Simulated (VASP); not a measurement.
An input for Ansatz (written as the equivalent of a VASP run, and not itself run):

Ansatz 0.2 input:
```yaml
crystal:
  lattice:
    - [1.5622870, -2.7059607, 0.0000000]
    - [1.5622870, 2.7059607, 0.0000000]
    - [0.0000000, 0.0000000, 3.4543800]
  atoms:
    - { symbol: Hf, position: [0.0000000, 0.0000000, 0.0000000] }
    - { symbol: B, position: [0.3333330, 0.6666670, 0.5000000] }
    - { symbol: B, position: [0.6666670, 0.3333330, 0.5000000] }
kpoints:
  mp_grid: { grid: [10, 10, 8] }
hamiltonian:
  xc: pbesol
  pseudopotentials: { kind: paw }
scf:
  occupations: { method: methfessel_paxton, width: 0.1 }
  max_iter: 100
relax:
  max_steps: 40
  f_tol: 0.01
  cell: { p_target: 20 }
output: { forces: true, stress: true, eigenvalues: true }
```

Problem. Translate this input to VASP (INCAR, KPOINTS, POSCAR, choice of POTCAR).

Solution. This is not unique; one that fits is 
**INCAR**
```
SYSTEM = HfB2
PREC = Accurate
ENCUT = 600
EDIFF = 1E-7
NELM = 100
ALGO = Normal
LREAL = .FALSE.
LASPH = .TRUE.
ISMEAR = 1
SIGMA = 0.1
GGA = PS
LMAXMIX = 6
LWAVE = .FALSE.
LCHARG = .FALSE.
ISIF = 3
IBRION = 2
NSW = 40
EDIFFG = -0.01
PSTRESS = 200
```

File KPOINTS:
```
Automatic mesh
0
Gamma
10 10 8
0 0 0
```

File POSCAR:
```
HfB2
1
    1.5622870174    -2.7059607188     0.0000000000
    1.5622870174     2.7059607188    -0.0000000000
    0.0000000000     0.0000000000     3.4543800327
Hf B
1 2
Direct
  0.0000000000   0.0000000000   0.0000000000
  0.3333330000   0.6666670000   0.5000000000
  0.6666670000   0.3333330000   0.5000000000
```

POTCAR, in this order: Hf_pv B (PBE.64 set). Program: vasp_std.

What does not carry over: each code has its own PAW files, so the cut-off isn't converted (ENCUT is set for VASP's; basis.ecutwfc is left out, and Ansatz then takes the one that its files recommend); Ansatz stops its SCF on the density residual and VASP on the energy change (EDIFF).

The compound is HfB2 in the AlB2 type structure. This run relaxes it under an external pressure of 20 GPa. Symmetry was kept, so distortions that lower it aren't found.
